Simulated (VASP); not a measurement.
# A VASP study of Zn3SbP (PBE): structure first, properties next, part 4 of 4

Wanted: the relaxed cell of Zn3SbP and its properties. The cell is invented: it takes the structure of a Materials Project entry for Ca3SbP (space group 221 there), with some of its atoms replaced by other elements, volume scaled by an estimate. It may not be a known or stable phase. Left out of this account: 1 further run (relaxation: a spoilt try).

VASP 6.6.1, plane waves and PAW; the level of theory is named at each step.

Still holding for the runs below: The k-mesh is coarse for a metal.

So far. Step 5 (Bands along the symmetry lines (PBE)): There is no gap at this level. Step 6 (Density of states (PBE)): The finer mesh and the other smearing move the Fermi level by -0.11 eV from the 5×5×5 run, one measure of the sampling error in the zero of the bands above. Of the states within 0.3 eV of the Fermi level, the largest shares in the PAW spheres are Sb p 19 %, Zn s 11 % and Zn p 6 %. The rest lies in smaller channels or between the spheres. The relaxed cell has a = 4.712 Å (conventional setting).

## Step 7: Field gradients at the nuclei (PBE)

Level of this step: PBE; plane waves and PAW (Sb, Zn, P); invented cell (VASP).

Field gradients probe how far the charge around each nucleus departs from cubic symmetry; LASPH keeps the non-spherical terms inside the spheres.

The input, INCAR:

```
SYSTEM = Zn3SbP
PREC = Accurate
ENCUT = 400
EDIFF = 1E-07
NELM = 100
ISMEAR = -1
SIGMA = 0.05
LREAL = .FALSE.
ALGO = Normal
GGA = PE
NBANDS = 29
LORBIT = 11
LWAVE = .FALSE.
LCHARG = .FALSE.
KPAR = 2
LEFG = .TRUE.
LASPH = .TRUE.
```

The input, POSCAR:

```
Zn3SbP
1.0
    4.7122531492      0.0000000000      0.0000000000
    0.0000000000      4.7122531492      0.0000000000
    0.0000000000      0.0000000000      4.7122531492
Sb Zn P
1 3 1
Direct
    0.0000000000      0.0000000000      0.0000000000
    0.0000000000      0.5000000000      0.5000000000
    0.5000000000      0.0000000000      0.5000000000
    0.5000000000      0.5000000000      0.0000000000
    0.5000000000      0.5000000000      0.5000000000
```

The input, KPOINTS:

```
Automatic mesh
0
Gamma
5 5 5
0 0 0
```

Potentials, in the order of the species: Sb, Zn and P (PBE family, release 64).

Launch:

```console
> mpirun -np 2 vasp_std
```

What it wrote:

```text
[... set-up lines as in an earlier step ...]
 entering main loop
       N       E                     dE             d eps       ncg     rms          rms(c)
DAV:   1     0.246266411322E+03    0.24627E+03   -0.18208E+04   580   0.159E+03
DAV:   2     0.566044957424E+01   -0.24061E+03   -0.23370E+03   580   0.339E+02
DAV:   3    -0.118928278963E+02   -0.17553E+02   -0.17228E+02   699   0.989E+01
DAV:   4    -0.122821605224E+02   -0.38933E+00   -0.38848E+00   635   0.135E+01
DAV:   5    -0.122887447937E+02   -0.65843E-02   -0.65826E-02   663   0.173E+00    0.781E+00
DAV:   6    -0.114213494604E+02    0.86740E+00   -0.30017E+00   725   0.324E+01    0.569E+00
DAV:   7    -0.114243797147E+02   -0.30303E-02   -0.11737E+00   640   0.762E+00    0.262E+00
DAV:   8    -0.114133969768E+02    0.10983E-01   -0.39989E-02   641   0.145E+00    0.123E+00
DAV:   9    -0.114111157927E+02    0.22812E-02   -0.10387E-02   623   0.527E-01    0.130E-01
DAV:  10    -0.114110432280E+02    0.72565E-04   -0.68137E-04   751   0.277E-01    0.772E-02
DAV:  11    -0.114110775751E+02   -0.34347E-04   -0.16380E-04   598   0.842E-02    0.323E-02
DAV:  12    -0.114110828510E+02   -0.52759E-05   -0.28470E-05   675   0.541E-02    0.464E-03
DAV:  13    -0.114110825600E+02    0.29103E-06   -0.14932E-06   646   0.119E-02    0.231E-03
DAV:  14    -0.114110822492E+02    0.31078E-06   -0.60821E-07   624   0.533E-03    0.965E-04
DAV:  15    -0.114110821559E+02    0.93288E-07   -0.10626E-07   315   0.334E-03
ion   1
     0.0000000    -0.0000000    -0.0000000     0.0000000     0.0000000    -0.0000000
     0.0000576    -0.0000000    -0.0000000     0.0000000     0.0000000    -0.0000000
     0.0000793    -0.0000000    -0.0000000     0.0000000     0.0000000    -0.0000000
     0.0001092    -0.0000000    -0.0000000     0.0000000     0.0000000    -0.0000000
     0.0001504    -0.0000000    -0.0000000     0.0000000     0.0000000    -0.0000000

     0.0000000    -0.0000000    -0.0000000     0.0000000     0.0000000    -0.0000000
     0.0000576    -0.0000000    -0.0000000     0.0000000     0.0000000    -0.0000000
     0.0000793    -0.0000000    -0.0000000     0.0000000     0.0000000    -0.0000000
     0.0001092    -0.0000000    -0.0000000     0.0000000     0.0000000    -0.0000000
     0.0001504    -0.0000000    -0.0000000     0.0000000     0.0000000    -0.0000000

ion   2
     0.0000000     0.0000000    -0.0000000     2.2788751     0.0000000    -3.9471275
     0.0000468     0.0000000    -0.0000000     2.2788751     0.0000000    -3.9471274
     0.0000645     0.0000000    -0.0000000     2.2788750     0.0000000    -3.9471273
     0.0000888     0.0000000    -0.0000000     2.2788749     0.0000000    -3.9471272
     0.0001223     0.0000000    -0.0000000     2.2788748     0.0000000    -3.9471269

     0.0000000     0.0000000    -0.0000000   -33.2681466    -0.0000000    57.6221202
     0.0000468     0.0000000    -0.0000000   -33.2666857    -0.0000000    57.6195898
     0.0000645     0.0000000    -0.0000000   -33.2658229    -0.0000000    57.6180955
     0.0000888     0.0000000    -0.0000000   -33.2643984    -0.0000000    57.6156281
     0.0001223     0.0000000    -0.0000000   -33.2620576    -0.0000000    57.6115737

ion   3
     0.0000000     0.0000000     0.0000000     2.2788751     0.0000000     3.9471275
     0.0000468     0.0000000     0.0000000     2.2788751     0.0000000     3.9471274
     0.0000645     0.0000000     0.0000000     2.2788750     0.0000000     3.9471273
     0.0000888     0.0000000     0.0000000     2.2788749     0.0000000     3.9471272
     0.0001223     0.0000000     0.0000000     2.2788748     0.0000000     3.9471269

     0.0000000     0.0000000     0.0000000   -33.2681466     0.0000000   -57.6221202
     0.0000468     0.0000000     0.0000000   -33.2666857     0.0000000   -57.6195898
     0.0000645     0.0000000     0.0000000   -33.2658229     0.0000000   -57.6180955
     0.0000888     0.0000000     0.0000000   -33.2643984     0.0000000   -57.6156281
     0.0001223     0.0000000     0.0000000   -33.2620576     0.0000000   -57.6115737

ion   4
     0.0000000    -0.0000000     0.0000000    -4.5577502     0.0000000    -0.0000000
     0.0000468    -0.0000000     0.0000000    -4.5577501     0.0000000    -0.0000000
     0.0000645    -0.0000000     0.0000000    -4.5577500     0.0000000    -0.0000000
     0.0000888    -0.0000000     0.0000000    -4.5577499     0.0000000    -0.0000000
     0.0001223    -0.0000000     0.0000000    -4.5577496     0.0000000    -0.0000000

     0.0000000    -0.0000000     0.0000000    66.5362932     0.0000000    -0.0000000
     0.0000468    -0.0000000     0.0000000    66.5333713     0.0000000    -0.0000000
     0.0000645    -0.0000000     0.0000000    66.5316459     0.0000000    -0.0000000
     0.0000888    -0.0000000     0.0000000    66.5287968     0.0000000    -0.0000000
     0.0001223    -0.0000000     0.0000000    66.5241152     0.0000000    -0.0000000

ion   5
     0.0000000    -0.0000000    -0.0000000    -0.0000000     0.0000000     0.0000000
     0.0000365    -0.0000000    -0.0000000    -0.0000000     0.0000000     0.0000000
     0.0000503    -0.0000000    -0.0000000    -0.0000000     0.0000000     0.0000000
     0.0000692    -0.0000000    -0.0000000    -0.0000000     0.0000000     0.0000000
     0.0000953    -0.0000000    -0.0000000    -0.0000000     0.0000000     0.0000000

     0.0000000    -0.0000000    -0.0000000    -0.0000000     0.0000000     0.0000000
     0.0000365    -0.0000000    -0.0000000    -0.0000000     0.0000000     0.0000000
     0.0000503    -0.0000000    -0.0000000    -0.0000000     0.0000000     0.0000000
     0.0000692    -0.0000000    -0.0000000    -0.0000000     0.0000000     0.0000000
     0.0000953    -0.0000000    -0.0000000    -0.0000000     0.0000000     0.0000000

   1 F= -.11411082E+02 E0= -.11388861E+02  d E =-.444424E-01
```

Wall time 12 s (2 MPI ranks of Intel Xeon Platinum 8259CL at 2.50GHz (Skylake/Cascade Lake), shared host); peak memory 0.35 GiB.

Parts of OUTCAR (step 7):

```text
   NELECT =      46.0000    total number of electrons

 E-fermi :   3.8941

 k-point     1 :       0.0000    0.0000    0.0000
  band No.  band energies     occupation
    ...
     18      -0.3513      2.00000
     19      -0.3513      2.00000
     20      -0.3513      2.00000
     21       2.5187      2.00000
     22       2.5187      2.00000
     23       3.9929      0.24368
     24       3.9929      0.24368
     25       3.9929      0.24368
     26       4.6756      0.00000
     27       9.1959      0.00000
    ...

  Total       -0.0275468     -0.0275468     -0.0275468     -0.0000000     -0.0000000     -0.0000000
  in kB       -0.4217900     -0.4217900     -0.4217900     -0.0000000     -0.0000000     -0.0000000
  external PRESSURE =      -0.4217900 kB  Pullay stress =       0.0000000 kB

  FREE ENERGIE OF THE ION-ELECTRON SYSTEM (eV)
  ---------------------------------------------------
  free  energy   TOTEN  =       -11.4110821559 eV

  energy  without entropy=      -11.3666397846  energy(sigma->0) =      -11.38886097

 Electric field gradients after diagonalization (V/A^2)
 (convention: |V_zz| > |V_xx| > |V_yy|)
----------------------------------------------------------------------
 ion       V_xx      V_yy      V_zz     asymmetry (V_yy - V_xx)/ V_zz
----------------------------------------------------------------------
   1       0.000    -0.000    -0.000       0.372
   2      40.546    40.546   -81.093       0.000
   3      40.546    40.546   -81.093       0.000
   4      40.546    40.546   -81.093       0.000
   5      -0.000    -0.000     0.000       0.356
----------------------------------------------------------------------

[... 9 parts as in an earlier step ...]

[... 9 further parts left out ...]
```

This step gave:

```yaml
scf_cycles: 15
bands: 29
irreducible_k_points: 10
free_energy_toten: -11.41 eV
energy_at_zero_smearing: -11.39 eV
fermi_energy: 3.894 eV
pressure: -0.04218 GPa
```

Electric field gradients, by row:

| atom | Vxx (V/Å²) | Vyy (V/Å²) | Vzz (V/Å²) | asymmetry |
| --- | --- | --- | --- | --- |
| Sb1 | 0 | 0 | 0 | - |
| Zn2 | 40.55 | 40.55 | -81.09 | 0 |
| Zn3 | 40.55 | 40.55 | -81.09 | 0 |
| Zn4 | 40.55 | 40.55 | -81.09 | 0 |
| P5 | 0 | 0 | 0 | - |

The largest gradient, -81.09 V/Å², sits on Zn2 and like sites; times the quadrupole moment of a nucleus that has one, it gives the coupling that NMR and NQR see.

## Step 8: Band structure (TB-mBJ)

This step: TB-mBJ; plane waves and PAW (Sb, Zn, P); invented cell (VASP 6.6.1).

The mesh alone shows little of the dispersion and can miss band extrema, so KPOINTS_OPT adds a path through the symmetry points after the self-consistent cycle. TB-mBJ is a local potential fitted to gaps: it costs far less than a hybrid but gives no energy.

The input, INCAR:

```
SYSTEM = Zn3SbP
PREC = Accurate
ENCUT = 400
EDIFF = 1E-06
NELM = 150
ISMEAR = -1
SIGMA = 0.05
LREAL = .FALSE.
ALGO = Normal
METAGGA = MBJ
LASPH = .TRUE.
NBANDS = 38
LORBIT = 11
LWAVE = .FALSE.
LCHARG = .FALSE.
KPAR = 2
```

POSCAR is that of step 7.

KPOINTS is that of step 7.

The input, KPOINTS_OPT:

```
Line mode
16
Line-mode
Reciprocal
  0.00000000   0.00000000   0.00000000 GAMMA
  0.00000000   0.50000000   0.00000000 X

  0.00000000   0.50000000   0.00000000 X
  0.50000000   0.50000000   0.00000000 M

  0.50000000   0.50000000   0.00000000 M
  0.00000000   0.00000000   0.00000000 GAMMA

  0.00000000   0.00000000   0.00000000 GAMMA
  0.50000000   0.50000000   0.50000000 R

  0.50000000   0.50000000   0.50000000 R
  0.00000000   0.50000000   0.00000000 X

  0.50000000   0.50000000   0.00000000 M
  0.50000000   0.50000000   0.50000000 R
```

Launch:

```console
> mpirun -np 2 vasp_std
```

What it wrote:

```text
[banner, memory and clock lines left out]
running    2 mpi-ranks, on    1 nodes
 distrk:  each k-point on    1 cores,    2 groups
 distr:  one band on    1 cores,    1 groups

 POSCAR found type information on POSCAR SbZnP
 POSCAR found :  3 types and       5 ions
|                                                                             |
|               ----> ADVICE to this user running VASP <----                  |
|                                                                             |
|     You enforced a specific xc type in the INCAR file but a different       |
|     [... a line on the potential file left out ...]
|     I HOPE YOU KNOW WHAT YOU ARE DOING!                                     |
|                                                                             |

 LDA part: xc-table for (None), standard interpolation
 POSCAR, INCAR and KPOINTS ok, starting setup
 FFT: planning ... GRIDC
 FFT: planning ... GRID_SOFT
 FFT: planning ... GRID
 WAVECAR not read
 entering main loop
       N       E                     dE             d eps       ncg     rms          rms(c)
DAV:   1     0.909216442103E+03    0.90922E+03   -0.16751E+04   760   0.119E+03
DAV:   2     0.656170319897E+03   -0.25305E+03   -0.23747E+03   772   0.279E+02
DAV:   3     0.633018441877E+03   -0.23152E+02   -0.22633E+02   860   0.895E+01
DAV:   4     0.632523997936E+03   -0.49444E+00   -0.49335E+00   838   0.129E+01
DAV:   5     0.632519650466E+03   -0.43475E-02   -0.43472E-02   834   0.120E+00    0.109E+01
DAV:   6     0.632517352635E+03   -0.22978E-02   -0.56132E+01   912   0.124E+02    0.167E+01
DAV:   7     0.636145558705E+03    0.36282E+01   -0.10245E+01   884   0.294E+01    0.826E+00
DAV:   8     0.635435627414E+03   -0.70993E+00   -0.27555E+00   834   0.111E+01    0.568E+00
DAV:   9     0.636463917773E+03    0.10283E+01   -0.90858E-01   846   0.901E+00    0.251E+00
DAV:  10     0.636849743305E+03    0.38583E+00   -0.30325E-01   796   0.324E+00    0.159E+00
DAV:  11     0.637033642347E+03    0.18390E+00   -0.75922E-02   900   0.309E+00    0.119E+00
DAV:  12     0.637400754081E+03    0.36711E+00   -0.94448E-02   804   0.196E+00    0.492E-01
DAV:  13     0.637313500770E+03   -0.87253E-01   -0.27443E-02   808   0.138E+00    0.634E-01
DAV:  14     0.637401744914E+03    0.88244E-01   -0.43351E-03   890   0.450E-01    0.409E-01
DAV:  15     0.637352741431E+03   -0.49003E-01   -0.20843E-03   830   0.377E-01    0.417E-01
DAV:  16     0.637473654830E+03    0.12091E+00   -0.61247E-03   828   0.614E-01    0.111E-01
DAV:  17     0.637470434024E+03   -0.32208E-02   -0.38742E-03   808   0.332E-01    0.183E-01
DAV:  18     0.637508391831E+03    0.37958E-01   -0.11605E-03   948   0.260E-01    0.836E-02
DAV:  19     0.637525973617E+03    0.17582E-01   -0.13549E-03   826   0.205E-01    0.600E-02
DAV:  20     0.637524280858E+03   -0.16928E-02   -0.14906E-04   848   0.704E-02    0.687E-02
DAV:  21     0.637512876232E+03   -0.11405E-01   -0.11667E-04   802   0.487E-02    0.580E-02
DAV:  22     0.637505036001E+03   -0.78402E-02   -0.26357E-05   838   0.266E-02    0.604E-02
DAV:  23     0.637507669314E+03    0.26333E-02   -0.13256E-05   938   0.360E-02    0.666E-02
DAV:  24     0.637515371993E+03    0.77027E-02   -0.63694E-05   796   0.540E-02    0.805E-02
DAV:  25     0.637512458977E+03   -0.29130E-02   -0.28058E-05   896   0.432E-02    0.797E-02
DAV:  26     0.637521729812E+03    0.92708E-02   -0.10717E-04   978   0.675E-02    0.415E-02
DAV:  27     0.637519869985E+03   -0.18598E-02   -0.10479E-04   796   0.418E-02    0.508E-02
DAV:  28     0.637521708308E+03    0.18383E-02   -0.14282E-05   752   0.267E-02    0.383E-02
DAV:  29     0.637521025509E+03   -0.68280E-03   -0.75602E-06   746   0.108E-02    0.361E-02
DAV:  30     0.637523734446E+03    0.27089E-02   -0.21622E-05   852   0.310E-02    0.129E-02
[...]
DAV:  35     0.637524412954E+03    0.67680E-05   -0.88540E-08   416   0.151E-03    0.379E-03
DAV:  36     0.637524654227E+03    0.24127E-03   -0.82866E-08   404   0.173E-03    0.262E-03
DAV:  37     0.637524753627E+03    0.99400E-04   -0.67094E-08   404   0.108E-03    0.253E-03
DAV:  38     0.637525123168E+03    0.36954E-03   -0.78864E-08   416   0.214E-03    0.104E-03
DAV:  39     0.637525263882E+03    0.14071E-03   -0.10766E-07   386   0.121E-03    0.872E-04
DAV:  40     0.637525448866E+03    0.18498E-03   -0.11592E-08   398   0.792E-04    0.513E-04
DAV:  41     0.637525501100E+03    0.52234E-04   -0.13282E-08   386   0.509E-04    0.430E-04
DAV:  42     0.637525550579E+03    0.49479E-04   -0.19595E-09   398   0.270E-04    0.287E-04
DAV:  43     0.637525579897E+03    0.29318E-04   -0.19903E-09   398   0.147E-04    0.225E-04
DAV:  44     0.637525603294E+03    0.23397E-04   -0.36825E-10   386   0.947E-05    0.169E-04
DAV:  45     0.637525649967E+03    0.46673E-04   -0.11900E-09   398   0.209E-04    0.238E-05
DAV:  46     0.637525650955E+03    0.98851E-06   -0.78892E-10   386   0.156E-04
   1 F= 0.63752565E+03 E0= 0.63753998E+03  d E =-.286580E-01
 Start KPOINTS_OPT (optional k-point list driver)
k-point batch [1-10\96]
       N       E                     dE             ncg
DAV:   1     0.165048471676E+04   -0.48748E+03      760
DAV:   2    -0.900259064870E+03   -0.25507E+04      768
DAV:   3    -0.114414252011E+04   -0.24388E+03      838
DAV:   4    -0.114961570024E+04   -0.54732E+01      822
DAV:   5    -0.114964948744E+04   -0.33787E-01      802
DAV:   6    -0.114964984944E+04   -0.36200E-03      842
DAV:   7    -0.114964985468E+04   -0.52319E-05      830
DAV:   8    -0.114964985475E+04   -0.78291E-07      592
[...]
k-point batch [91-96\96]
       N       E                     dE             ncg
DAV:   1     0.586306762004E+04   -0.69704E+04      456
DAV:   2     0.434140960097E+04   -0.15217E+04      456
DAV:   3     0.420287726497E+04   -0.13853E+03      546
DAV:   4     0.420026489096E+04   -0.26124E+01      544
DAV:   5     0.420024800029E+04   -0.16891E-01      512
DAV:   6     0.420024778836E+04   -0.21193E-03      552
DAV:   7     0.420024778480E+04   -0.35629E-05      532
DAV:   8     0.420024778474E+04   -0.62902E-07      424
```

Run time: 1.9 min. Hardware: 2 MPI ranks; peak memory 0.41 GiB.

OUTCAR, selected parts (step 8):

```text
   NELECT =      46.0000    total number of electrons

 E-fermi :   4.1398

 k-point     1 :       0.0000    0.0000    0.0000
  band No.  band energies     occupation
    ...
     21       3.1839      2.00000
     22       3.1839      2.00000
     23       4.1229      1.16660
     24       4.1229      1.16660
     25       4.1229      1.16660
     26       5.3150      0.00000
     27       9.8847      0.00000
     28       9.8847      0.00000
     29       9.8847      0.00000
     30      10.3958      0.00000
    ...

  Total     -209.9737551   -209.9737551   -209.9737551     -0.0000000      0.0000000     -0.0000000
  in kB    -3215.0649989  -3215.0649989  -3215.0649989     -0.0000000      0.0000000     -0.0000000
  external PRESSURE =   -3215.0649989 kB  Pullay stress =       0.0000000 kB

  FREE ENERGIE OF THE ION-ELECTRON SYSTEM (eV)
  ---------------------------------------------------
  free  energy   TOTEN  =       637.5256509552 eV

  energy  without entropy=      637.5543089420  energy(sigma->0) =      637.53997995

[... 9 parts as in an earlier step ...]

[... 9 further parts left out ...]
```

This functional is a potential without an energy, so its energies, forces and stress mean nothing and are not read. The PAW data sets were made with PBE, which is usual practice but a small mismatch for other functionals.

Numbers from this step:

- SCF cycles: 46
- bands: 38
- Fermi energy: 4.140 eV

The electronic bands at the labelled points (eV, zero at the Fermi level; # counts the bands kept, so #1 is VASP's band 2):

```csv
point,#19,#20,#21,#22,#23,#24,#25,#26
Γ,-4.47,-0.96,-0.96,-0.02,-0.02,-0.02,1.18,5.74
0.47 of the way,-4.19,-1.76,-0.74,-0.25,-0.25,0.94,2.99,3.83
X,-3.80,-2.85,-0.69,-0.69,-0.38,2.55,4.00,4.54
0.47 of the way,-3.60,-1.70,-0.74,-0.37,0.46,2.66,2.86,3.45
M,-3.34,-0.62,-0.24,-0.24,0.22,1.20,2.48,2.48
0.47 of the way,-3.83,-1.94,-0.28,-0.25,0.48,2.03,2.07,3.27
Γ,-4.47,-0.96,-0.96,-0.02,-0.02,-0.02,1.18,5.74
0.53 of the way,-4.54,-1.33,-1.33,-0.40,1.76,1.76,2.22,4.18
R,-4.68,-3.00,-3.00,-3.00,4.81,4.81,4.81,5.88
0.47 of the way,-4.42,-2.24,-1.18,-0.46,1.70,1.84,2.64,5.02
X,-3.80,-2.85,-0.69,-0.69,-0.38,2.55,4.00,4.54
jump to M,-3.34,-0.62,-0.24,-0.24,0.22,1.20,2.48,2.48
0.47 of the way,-4.19,-1.78,-1.59,-1.59,1.36,3.62,3.62,3.78
R,-4.68,-3.00,-3.00,-3.00,4.81,4.81,4.81,5.88
```

Of the projections kept (Sb, Zn, P), the largest for each band there; the rest of the weight can lie on other orbitals:

| point | #19 | #20 | #21 | #22 | #23 | #24 | #25 | #26 |
| --- | --- | --- | --- | --- | --- | --- | --- | --- |
| Γ | P 0.56 | Zn 0.98 | Zn 0.98 | Sb 0.67 | Sb 0.67 | Sb 0.67 | Zn 0.47 | Zn 1.00 |
| X | P 0.56 | Zn 0.47 | Sb 0.74 | Sb 0.74 | Zn 1.00 | Zn 0.83 | Zn 0.60 | P 0.48 |
| M | P 0.55 | Zn 0.84 | Sb 0.46 | Sb 0.46 | Sb 0.89 | Zn 0.63 | Zn 0.90 | Zn 0.90 |
| Γ | P 0.56 | Zn 0.98 | Zn 0.98 | Sb 0.67 | Sb 0.67 | Sb 0.67 | Zn 0.47 | Zn 1.00 |
| R | Zn 0.79 | Sb 0.60 | Sb 0.60 | Sb 0.60 | P 0.53 | P 0.53 | P 0.53 | Zn 1.00 |
| X | P 0.56 | Zn 0.47 | Sb 0.74 | Sb 0.74 | Zn 1.00 | Zn 0.83 | Zn 0.60 | P 0.48 |

There is no gap at this level.

## Step 9: Results

```
relaxed volume                            : 20.93 Å³/atom
relaxed conventional cell a, b, c         : 4.712, 4.712, 4.712 Å
space group after relaxing, within 0.02 Å : Pm-3m (No. 221)
band gap                                  : none, a metal
DOS at the Fermi level                    : 5.54 states/eV/cell
largest field gradient Vzz                : -81.09 V/Å² on Zn2
band gap (TB-mBJ)                         : none, a metal
```

What this shows: With PBE, Zn3SbP relaxes to 20.93 Å³/atom in space group Pm-3m (held by the symmetry of the run) and comes out as a metal. Bands along the symmetry lines (PBE): Of the bands kept, 3 cross the Fermi level on this path. Band structure (TB-mBJ): Of the bands kept, 3 cross the Fermi level on this path. The other levels ran on the cell relaxed with PBE, and without spin-orbit coupling unless named. Spin-orbit coupling is left out, and with elements this heavy it would split and shift bands near the Fermi level. The k-sampling is coarse for a metal, so the Fermi level, pressures and the shape of the cell carry errors. No search among competing phases was made. All values are for a static lattice at zero temperature.

[Lines on the potential files, build, host, timing and source positions are cut from VASP's logs without a mark.]

[Logs are printed without paths, hosts, clocks, repeated set-up lines and the standing remarks that a program may print on its own settings, such as how far it seeks lower states.]

[Hosts, paths, dates, database ids (printed as entryN), source tags and the programs' standing remarks are cut or masked in the printed files.]

[A measured line is paired with the nearest computed mode of its activity, which favours agreement.]
